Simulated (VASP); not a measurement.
Set up this calculation in VASP 6.6.1, as the native input.

```
Task                   : single point
Functional             : LDA
Potentials or basis    : VASP PAW LDA potentials, release 64 (Bi_d, P, Hg)
Cutoff                 : 520 eV
k mesh                 : 4 × 4 × 4
Occupations            : gaussian, width 0.05 eV
Spin                   : no spin polarisation
Dipole correction      : no
Further INCAR settings : ALGO = Normal; EDIFF = 1e-06; NBANDS = 36
```

The structure of Hg3BiP lies in POSCAR:

```
Hg3BiP
1.0
    5.9400000000      0.0000000000      0.0000000000
    0.0000000000      5.9400000000      0.0000000000
    0.0000000000      0.0000000000      5.9400000000
Bi P Hg
1 1 3
Direct
    0.0000000000      0.0000000000      0.0000000000
    0.5000000000      0.5000000000      0.5000000000
    0.5000000000      0.5000000000      0.0000000000
    0.5000000000      0.0000000000      0.5000000000
    0.0000000000      0.5000000000      0.5000000000
```

The cell comes from a database or a generator and needn't be the stable form of this composition.

One way to write it, as run:

INCAR

```
SYSTEM = Hg3BiP
ALGO = Normal
EDIFF = 1E-6
ENCUT = 520
ISIF = 2
ISMEAR = 0
LASPH = .TRUE.
LCHARG = .TRUE.
LELF = .TRUE.
LREAL = .FALSE.
LVHAR = .TRUE.
LWAVE = .FALSE.
NBANDS = 36
NELM = 100
PREC = Accurate
SIGMA = 0.05
```

KPOINTS

```
k-points
0
G
  4 4 4
  0 0 0
```

Potentials or basis: VASP PAW LDA potentials, release 64 (Bi_d, P, Hg).

The run is started by

```bash
$ cat potpaw_LDA.64/Bi_d/POTCAR potpaw_LDA.64/P/POTCAR potpaw_LDA.64/Hg/POTCAR > POTCAR
$ mpirun -np 1 vasp_std > vasp.out
```

Results of the run:

| Quantity | Value |
| --- | --- |
| Pressure | -7.3 GPa |
| Band gap on the k mesh | none (metal or under the smearing width) |

Caveat: spin-orbit coupling is left out, which moves the levels of the heavy elements.

It took 29 s on 1 thread of Intel(R) Xeon(R) 6975P-C (Granite Rapids) (shared host), peak memory 0.29 GiB.
